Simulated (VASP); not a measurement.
# A VASP study of BaY (PW91): structure first, properties next, part 2 of 8

What structure does BaY take at this level, and what are its properties? The cell is invented: other elements were put on sites of a known structure type. It may not be a known or stable phase.

VASP 6.6.1, plane waves and PAW; the level of theory is named at each step.

So far: Starting point; Rough relaxation of the start cell.

The structure was built from a prototype and need not be the compound's stable phase.

### 2. Rough relaxation of the start cell (continued)

Level of this step: PW91; plane waves and PAW (Ba_sv, Y_sv); invented cell (VASP).

OUTCAR, selected parts (step 2):

```text
ion  position               nearest neighbor table
   1  0.500  0.000  0.300-   3 2.84   4 2.84   4 2.84   3 2.84   2 3.92   2 3.92   2 3.92   2 3.92
                             2 4.71   2 4.71   2 4.71   2 4.71
   2  0.000  0.500  0.700-   3 2.84   4 2.84   3 2.84   4 2.84   1 3.92   1 3.92   1 3.92   1 3.92
                             1 4.71   1 4.71   1 4.71   1 4.71
   3  0.000  0.000  0.000-   1 2.84   2 2.84   2 2.84   1 2.84   4 3.15   4 3.15   4 3.15   4 3.15

  LATTYP: Found a simple tetragonal cell.
 ALAT       =     4.4587797100
 C/A-ratio  =     1.3100436891

 Subroutine GETGRP returns: Found 16 space group operations
 (whereof  8 operations were pure point group operations)

The static configuration has the point symmetry D_2d.
 The point group associated with its full space group is D_4h.

 Found     12 irreducible k-points:

   k-points           NKPTS =     12   k-points in BZ     NKDIM =     12   number of bands    NBANDS=     27

   dimension x,y,z NGX =    24 NGY =   24 NGZ =   30
   dimension x,y,z NGXF=    48 NGYF=   48 NGZF=   60

   ENCUT  =  400.0 eV  29.40 Ry    5.42 a.u.   7.27  7.27  9.53*2*pi/ulx,y,z

   NELECT =      42.0000    total number of electrons

 k-points in reciprocal lattice and weights: Automatic mesh
   0.00000000  0.00000000  0.00000000       0.021
   0.25000000  0.00000000  0.00000000       0.083
   0.50000000  0.00000000  0.00000000       0.042
   0.25000000  0.25000000  0.00000000       0.083
   0.50000000  0.25000000  0.00000000       0.083
   0.50000000  0.50000000  0.00000000       0.021
   0.00000000  0.00000000  0.33333333       0.042
   0.25000000  0.00000000  0.33333333       0.167
   0.50000000  0.00000000  0.33333333       0.083
   0.25000000  0.25000000  0.33333333       0.167
   0.50000000  0.25000000  0.33333333       0.167
   0.50000000  0.50000000  0.33333333       0.042

 average (electrostatic) potential at core
       1 -37.7908       2 -37.7908       3 -39.1479       4 -39.1479

 E-fermi :   2.4713

 k-point     1 :       0.0000    0.0000    0.0000
  band No.  band energies     occupation
    ...
     19       1.2401      2.00000
     20       1.4146      2.00000
     21       1.8605      2.00014
     22       1.8605      2.00014
     23       1.9548      2.00159
     24       4.0955     -0.00000
     25       4.1738     -0.00000
     26       4.1738     -0.00000
     27       4.7841     -0.00000

 k-point     2 :       0.2500    0.0000    0.0000
  band No.  band energies     occupation
    ...
     19       1.5904      2.00000
     20       1.6653      2.00000
     21       2.1007      2.02497
     22       2.1369      2.03958
     23       2.2582      2.06128
     24       3.6771     -0.00000
     25       3.9407     -0.00000
     26       3.9740     -0.00000
     27       4.0609     -0.00000

 k-point     3 :       0.5000    0.0000    0.0000
  band No.  band energies     occupation
    ...
     16     -10.7525      2.00000
     17       0.3784      2.00000
     18       0.3785      2.00000
     19       2.1760      2.05739
     20       2.1760      2.05740
     21       2.7774     -0.05253
     22       2.7774     -0.05253
     23       2.9027     -0.00931
     24       2.9027     -0.00931
     25       3.0343     -0.00051
    ...

  Total        0.0289738      0.0289738      0.0685814      0.0000000      0.0000000      0.0000000
  in kB        0.2691147      0.2691147      0.6369974      0.0000000      0.0000000      0.0000000
  external PRESSURE =       0.3917423 kB  Pullay stress =       0.0000000 kB

  energy-cutoff  :      400.00
  volume of cell :      172.50
      direct lattice vectors                 reciprocal lattice vectors
     5.470740941  0.000000000  0.000000000     0.182790597  0.000000000  0.000000000
     0.000000000  5.470740941  0.000000000     0.000000000  0.182790597  0.000000000
     0.000000000 -0.000000000  5.763510245     0.000000000 -0.000000000  0.173505374

 POSITION                                       TOTAL-FORCE (eV/Angst)
 -----------------------------------------------------------------------------------
      2.73537     -0.00000      2.85779         0.000000     -0.000000      0.036653
      0.00000      2.73537      2.90572         0.000000      0.000000     -0.036653
      0.00000      0.00000      0.00000         0.000000     -0.000000      0.000000
      2.73537      2.73537      0.00000        -0.000000      0.000000      0.000000
 -----------------------------------------------------------------------------------
    total drift:                                0.000000     -0.000000     -0.000000

  FREE ENERGIE OF THE ION-ELECTRON SYSTEM (eV)
  ---------------------------------------------------
  free  energy   TOTEN  =       -15.3732606181 eV

  energy  without entropy=      -15.3653762688  energy(sigma->0) =      -15.37063250

 reached required accuracy - stopping structural energy minimisation

 total charge
# of ion       s       p       d       f       tot
--------------------------------------------------
    1        2.074   5.516   0.431   0.000   8.021
    2        2.074   5.516   0.431   0.000   8.021
    3        2.291   6.111   0.834   0.003   9.238
    4        2.291   6.111   0.834   0.003   9.238
--------------------------------------------------
tot          8.729  23.254   2.529   0.005  34.518

[... 3 further parts left out ...]
```

CONTCAR:

```
BaY
   1.00000000000000
     5.4707409409604280    0.0000000000000000    0.0000000000000000
     0.0000000000000000    5.4707409409604280    0.0000000000000000
     0.0000000000000000   -0.0000000000000000    5.7635102449681845
  Ba              Y
     2     2
Direct
     0.5000000000000000    0.0000000000000000    0.4958420314155113
     0.0000000000000000    0.5000000000000000    0.5041579685844887
     0.0000000000000000    0.0000000000000000    0.0000000000000000
     0.5000000000000000    0.5000000000000000    0.0000000000000000
```

The k-mesh is coarse for a metal. In some ionic steps the electronic loop met its limit (NELM), so the energies of those steps, and differences from them, are uncertain. Harder data sets than Ba_sv exist (the GW ones), and pressures, volumes and forces can shift noticeably with them. This relaxation is a rough one on cheap settings, only to bring the start near its minimum. The PAW data sets were made with PBE, which is usual practice but a small mismatch for other functionals. After so large a change of volume the plane waves of the start cell no longer fit, so the final stress carries a basis-set error. The run keeps the 16 symmetry operations of its start, so it cannot find a distortion of lower symmetry.

The steps of the relaxation:

```csv
step,energy less that of the first step (eV),largest force (eV/Å),pressure (GPa),volume (Å³)
1,0.0000,3.6043,17.35,116.13
2,-3.1854,1.2990,0.54,177.08
3,-3.3930,1.1813,-0.19,186.11
4,-3.3928,0.9604,-1.50,205.05
5,-3.4168,1.0880,-0.77,193.69
6,-3.5680,1.0470,-0.61,188.90
7,-3.9810,0.9625,-0.15,174.96
8,-4.3969,0.5823,2.81,148.83
9,-4.5264,0.5244,2.36,151.97
10,-4.7706,0.1769,1.21,161.55
11,-4.6504,0.4321,-1.01,181.38
12,-4.8182,0.0152,0.52,168.19
13,-4.8184,0.0282,0.46,168.68
14,-4.8285,0.0094,0.23,170.78
15,-4.8357,0.0337,-0.19,174.70
16,-4.8358,0.0302,-0.15,174.36
17,-4.8383,0.0331,-0.08,173.69
18,-4.8399,0.0367,0.04,172.50
```

```csv
cell as run,before,after,change
a (Å),4.459,5.471,+22.7 %
b (Å),4.459,5.471,+22.7 %
c (Å),5.841,5.764,-1.3 %
volume (Å³/atom),29.03,43.12,+48.5 %
```

The atoms that moved most (Å, as changes of fractional coordinates times the final cell):

```csv
atom,dx,dy,dz,length
Ba2,0.000,0.000,-1.129,1.129
Ba1,0.000,0.000,1.129,1.129
```

The relaxed structure:

```
Ba Y
1.0
     5.47074    0.00000    0.00000
     0.00000    5.47074    0.00000
     0.00000    0.00000    5.76351
Ba Y
2 2
Cartesian
  2.7354 0.0000 2.8578
  0.0000 2.7354 2.9057
  0.0000 0.0000 0.0000
  2.7354 2.7354 0.0000
```

This step gave:

- electrons: 42
- bands: 27
- irreducible k-points: 12
- symmetry operations: 16
- free energy (TOTEN): -15.37 eV
- energy at zero smearing: -15.37 eV
- Fermi energy: 2.471 eV
- pressure: 0.03917 GPa
- metallic, judged on the points sampled: yes
- SCF cycles over all ionic steps: 625

It ends with a largest force of 0.037 eV/Å and a pressure of 0.04 GPa.

### 3. Full relaxation (PW91)

Properties are meant for the cell that this level of theory prefers, so cell and atoms are relaxed first (ISIF = 3) until forces and stress are small; EDIFFG sets the threshold.

File INCAR:

```
SYSTEM = BaY
PREC = Accurate
ENCUT = 400
EDIFF = 1E-06
NELM = 100
ISMEAR = 1
SIGMA = 0.2
LREAL = .FALSE.
ALGO = Normal
GGA = 91
NBANDS = 27
LORBIT = 11
LWAVE = .FALSE.
LCHARG = .FALSE.
KPAR = 2
IBRION = 2
NSW = 60
ISIF = 3
EDIFFG = -0.01
```

File POSCAR:

```
BaY
1.0
    5.4707409410      0.0000000000      0.0000000000
    0.0000000000      5.4707409410      0.0000000000
    0.0000000000      0.0000000000      5.7635102450
Ba Y
2 2
Direct
    0.5000000000      0.0000000000      0.4958420314
    0.0000000000      0.5000000000      0.5041579686
    0.0000000000      0.0000000000      0.0000000000
    0.5000000000      0.5000000000      0.0000000000
```

File KPOINTS:

```
Automatic mesh
0
Gamma
5 5 5
0 0 0
```

Potentials, in the order of the species: Ba_sv and Y_sv (PBE family, release 64).

Started as:

```
$ mpirun -np 2 vasp_std
```

What it wrote:

```text
[banner, memory and clock lines left out]
running    2 mpi-ranks, on    1 nodes
 distrk:  each k-point on    1 cores,    2 groups
 distr:  one band on    1 cores,    1 groups

 POSCAR found type information on POSCAR BaY
 POSCAR found :  2 types and       4 ions
 [... a notice as in an earlier step ...]

 LDA part: xc-table for (Slater(with rela. corr.)+CA(PZ))
 , standard interpolation
 POSCAR, INCAR and KPOINTS ok, starting setup
 FFT: planning ... GRIDC
 FFT: planning ... GRID_SOFT
 FFT: planning ... GRID
 WAVECAR not read
 entering main loop
       N       E                     dE             d eps       ncg     rms          rms(c)
DAV:   1     0.237836290668E+03    0.23784E+03   -0.17059E+04   980   0.114E+03
DAV:   2    -0.345482693098E+00   -0.23818E+03   -0.23425E+03  1422   0.267E+02
DAV:   3    -0.164622972861E+02   -0.16117E+02   -0.15631E+02  1437   0.551E+01
DAV:   4    -0.173417784173E+02   -0.87948E+00   -0.87453E+00  1552   0.105E+01
DAV:   5    -0.173573313702E+02   -0.15553E-01   -0.15499E-01  1341   0.144E+00    0.208E+01
DAV:   6    -0.154374353300E+02    0.19199E+01   -0.87975E+00  1218   0.660E+00    0.151E+01
DAV:   7    -0.154351411414E+02    0.22942E-02   -0.12600E+00  1402   0.318E+00    0.744E+00
DAV:   8    -0.154475872696E+02   -0.12446E-01   -0.16900E-01  1329   0.171E+00    0.110E+00
DAV:   9    -0.154466357810E+02    0.95149E-03   -0.29764E-02  1325   0.517E-01    0.344E-01
DAV:  10    -0.154456105927E+02    0.10252E-02   -0.47058E-03  1168   0.276E-01    0.153E-01
DAV:  11    -0.154456308037E+02   -0.20211E-04   -0.77956E-04  1328   0.123E-01    0.457E-02
DAV:  12    -0.154456286218E+02    0.21819E-05   -0.40982E-05  1396   0.291E-02    0.189E-02
DAV:  13    -0.154456299817E+02   -0.13599E-05   -0.23541E-06  1000   0.748E-03    0.121E-02
DAV:  14    -0.154456286866E+02    0.12951E-05   -0.43279E-06   943   0.917E-03    0.211E-03
DAV:  15    -0.154456284367E+02    0.24985E-06   -0.37591E-07   662   0.363E-03
   1 F= -.15445628E+02 E0= -.15446031E+02  d E =-.154456E+02
 curvature:   0.00 expect dE= 0.000E+00 dE for cont linesearch  0.000E+00
 trial: gam= 0.00000 g(F)=  0.145E-03 g(S)=  0.166E-02 ort = 0.000E+00 (trialstep = 0.100E+01)
 search vector abs. value=  0.181E-02
 bond charge predicted
       N       E                     dE             d eps       ncg     rms          rms(c)
DAV:   1    -0.154644778992E+02   -0.18849E-01   -0.42893E-01  1296   0.363E+00    0.786E-01
DAV:   2    -0.154499484100E+02    0.14529E-01   -0.44348E-02  1134   0.110E+00    0.411E-01
DAV:   3    -0.154458237282E+02    0.41247E-02   -0.28875E-02  1298   0.710E-01    0.204E-01
DAV:   4    -0.154462932469E+02   -0.46952E-03   -0.19811E-03  1306   0.179E-01    0.122E-01
DAV:   5    -0.154468049892E+02   -0.51174E-03   -0.10379E-03  1489   0.113E-01    0.466E-02
DAV:   6    -0.154468156744E+02   -0.10685E-04   -0.47233E-05  1228   0.305E-02    0.313E-02
DAV:   7    -0.154468461043E+02   -0.30430E-04   -0.42552E-05  1110   0.352E-02    0.200E-02
DAV:   8    -0.154468445101E+02    0.15942E-05   -0.71446E-06  1055   0.126E-02    0.591E-03
DAV:   9    -0.154468447521E+02   -0.24198E-06   -0.44213E-07   565   0.328E-03
   2 F= -.15446845E+02 E0= -.15447289E+02  d E =-.121632E-02
[... from here on, the cycles between the ionic steps are left out ...]
   3 F= -.15447008E+02 E0= -.15447480E+02  d E =-.137998E-02
   4 F= -.15447010E+02 E0= -.15447480E+02  d E =-.138149E-02
   5 F= -.15446969E+02 E0= -.15447426E+02  d E =-.134100E-02
   6 F= -.15447006E+02 E0= -.15447474E+02  d E =-.137755E-02
   7 F= -.15446998E+02 E0= -.15447460E+02  d E =-.136929E-02
   8 F= -.15447007E+02 E0= -.15447473E+02  d E =-.137825E-02
   9 F= -.15447133E+02 E0= -.15447589E+02  d E =-.126471E-03
  10 F= -.15447438E+02 E0= -.15447860E+02  d E =-.430859E-03
 curvature:  -3.17 expect dE=-0.147E-03 dE for cont linesearch -0.146E-03
 ZBRENT: increasing intervall
 opt :  10.9398  next Energy=   -15.447718 (dE=-0.711E-03)
 bond charge predicted
       N       E                     dE             d eps       ncg     rms          rms(c)
DAV:   1    -0.154472093676E+02    0.22832E-03   -0.44233E-01   995   0.260E+00    0.146E-01
DAV:   2    -0.154477621876E+02   -0.55282E-03   -0.10529E-02  1145   0.415E-01    0.671E-02
DAV:   3    -0.154477331260E+02    0.29062E-04   -0.64198E-04  1431   0.894E-02    0.302E-02
DAV:   4    -0.154477220317E+02    0.11094E-04   -0.70645E-05  1380   0.356E-02    0.170E-02
DAV:   5    -0.154477225549E+02   -0.52315E-06   -0.35057E-06  1044   0.787E-03
  11 F= -.15447723E+02 E0= -.15448078E+02  d E =-.715866E-03
 curvature:  -6.09 expect dE=-0.528E-04 dE for cont linesearch -0.457E-05
 trial: gam= 0.03182 g(F)=  0.105E-05 g(S)=  0.761E-05 ort = 0.969E-05 (trialstep = 0.306E+01)
 search vector abs. value=  0.941E-05
 reached required accuracy - stopping structural energy minimisation
```

Elapsed: 4.1 min, on 2 MPI ranks of AMD EPYC 7R43, shared host; peak memory 0.42 GiB.

OUTCAR, selected parts (step 3):

```text
  LATTYP: Found a simple tetragonal cell.
 ALAT       =     5.4707409410
 C/A-ratio  =     1.0535154757

 Found     18 irreducible k-points:

   k-points           NKPTS =     18   k-points in BZ     NKDIM =     18   number of bands    NBANDS=     27

   dimension x,y,z NGX =    36 NGY =   36 NGZ =   40
   dimension x,y,z NGXF=    72 NGYF=   72 NGZF=   80

   ENCUT  =  400.0 eV  29.40 Ry    5.42 a.u.   8.92  8.92  9.40*2*pi/ulx,y,z

   NELECT =      42.0000    total number of electrons

 E-fermi :   2.5123

 k-point     1 :       0.0000    0.0000    0.0000
  band No.  band energies     occupation
    ...
     19       1.2698      2.00000
     20       1.4321      2.00000
     21       1.8896      2.00010
     22       1.8896      2.00010
     23       1.9777      2.00103
     24       4.1591     -0.00000
     25       4.2238     -0.00000
     26       4.2238     -0.00000
     27       4.7209     -0.00000

 k-point     2 :       0.2000    0.0000    0.0000
  band No.  band energies     occupation
    ...
     19       1.5367      2.00000
     20       1.5562      2.00000
     21       2.0458      2.00474
     22       2.0729      2.00804
     23       2.1783      2.03974
     24       3.8845     -0.00000
     25       4.2081     -0.00000
     26       4.2261     -0.00000
     27       4.3313     -0.00000

  Total       -0.0152939     -0.0152939     -0.0127892      0.0000000      0.0000000     -0.0000000
  in kB       -0.1435429     -0.1435429     -0.1200345      0.0000000      0.0000000     -0.0000000
  external PRESSURE =      -0.1357067 kB  Pullay stress =       0.0000000 kB

  energy-cutoff  :      400.00
  volume of cell :      170.71
      direct lattice vectors                 reciprocal lattice vectors
     5.457213877  0.000000000  0.000000000     0.183243689  0.000000000  0.000000000
     0.000000000  5.457213877 -0.000000000     0.000000000  0.183243689  0.000000000
    -0.000000000  0.000000000  5.731997069    -0.000000000  0.000000000  0.174459266

 POSITION                                       TOTAL-FORCE (eV/Angst)
 -----------------------------------------------------------------------------------
      2.72861      0.00000      2.86365        -0.000000      0.000000      0.003304
     -0.00000      2.72861      2.86835         0.000000     -0.000000     -0.003304
      5.45721      0.00000      0.00000        -0.000000      0.000000      0.000000
      2.72861      2.72861      0.00000         0.000000     -0.000000      0.000000
 -----------------------------------------------------------------------------------
    total drift:                                0.000000      0.000000     -0.000000

  FREE ENERGIE OF THE ION-ELECTRON SYSTEM (eV)
  ---------------------------------------------------
  free  energy   TOTEN  =       -15.4477225549 eV

  energy  without entropy=      -15.4487898644  energy(sigma->0) =      -15.44807832

 total charge
# of ion       s       p       d       f       tot
--------------------------------------------------
    1        2.074   5.510   0.443   0.000   8.028
    2        2.074   5.510   0.443   0.000   8.028
    3        2.293   6.107   0.842   0.003   9.245
    4        2.293   6.107   0.842   0.003   9.245
--------------------------------------------------
tot          8.735  23.235   2.570   0.006  34.546

[... 3 parts as in an earlier step ...]

[... 7 further parts left out ...]
```

CONTCAR:

```
BaY
   1.00000000000000
     5.4572138772599885    0.0000000000000000    0.0000000000000000
     0.0000000000000000    5.4572138772599885   -0.0000000000000000
    -0.0000000000000000    0.0000000000000000    5.7319970691639046
  Ba              Y
     2     2
Direct
     0.5000000000000000    0.0000000000000000    0.4995906170843587
     0.0000000000000000    0.5000000000000000    0.5004093829156413
     1.0000000000000000    0.0000000000000000    0.0000000000000000
     0.5000000000000000    0.5000000000000000    0.0000000000000000
```

The steps of the relaxation:

```csv
step,energy less that of the first step (eV),largest force (eV/Å),pressure (GPa),volume (Å³)
1,0.0000,0.0388,-0.20,172.50
2,-0.0012,0.0355,-0.06,171.17
3,-0.0014,0.0337,0.02,170.42
4,-0.0014,0.0338,0.02,170.46
5,-0.0013,0.0347,-0.03,170.81
6,-0.0014,0.0338,0.02,170.50
7,-0.0014,0.0343,-0.01,170.66
8,-0.0014,0.0341,0.01,170.54
9,-0.0015,0.0309,0.01,170.56
10,-0.0018,0.0217,0.00,170.61
11,-0.0021,0.0033,-0.01,170.71
```

```csv
cell as run,before,after,change
a (Å),5.471,5.457,-0.2 %
b (Å),5.471,5.457,-0.2 %
c (Å),5.764,5.732,-0.5 %
volume (Å³/atom),43.12,42.68,-1.0 %
```

The atoms that moved most (Å, as changes of fractional coordinates times the final cell):

```csv
atom,dx,dy,dz,length
Ba1,0.000,0.000,0.021,0.021
Ba2,0.000,0.000,-0.021,0.021
```

Final coordinates:

```xyz
4
Lattice="5.4572 0.0000 0.0000 0.0000 5.4572 0.0000 0.0000 0.0000 5.7320" Properties=species:S:1:pos:R:3 pbc="T T T"
Ba    2.7286    0.0000    2.8637
Ba    0.0000    2.7286    2.8683
Y     0.0000    0.0000    0.0000
Y     2.7286    2.7286    0.0000
```

This step gave:

| Item | Value |
| --- | --- |
| irreducible k-points | 18 |
| free energy (TOTEN) | -15.45 eV |
| energy at zero smearing | -15.45 eV |
| Fermi energy | 2.512 eV |
| pressure | -0.01357 GPa |
| SCF cycles over all ionic steps | 74 |

It ends with a largest force of 0.003 eV/Å and a pressure of -0.01 GPa.

(Continued in part 3 of 8.)

[Lines on the potential files, build, host, timing and source positions are cut from VASP's logs without a mark.]

[Logs are printed without paths, hosts, clocks, repeated set-up lines and the standing remarks that a program may print on its own settings, such as how far it seeks lower states.]

[Hosts, paths, dates, database ids (printed as entryN), source tags and the programs' standing remarks are cut or masked in the printed files.]

[A measured line is paired with the nearest computed mode of its activity, which favours agreement.]

[In band tables of VASP the shares of atoms and orbitals are scaled to a sum of 1 inside the atoms' spheres.]
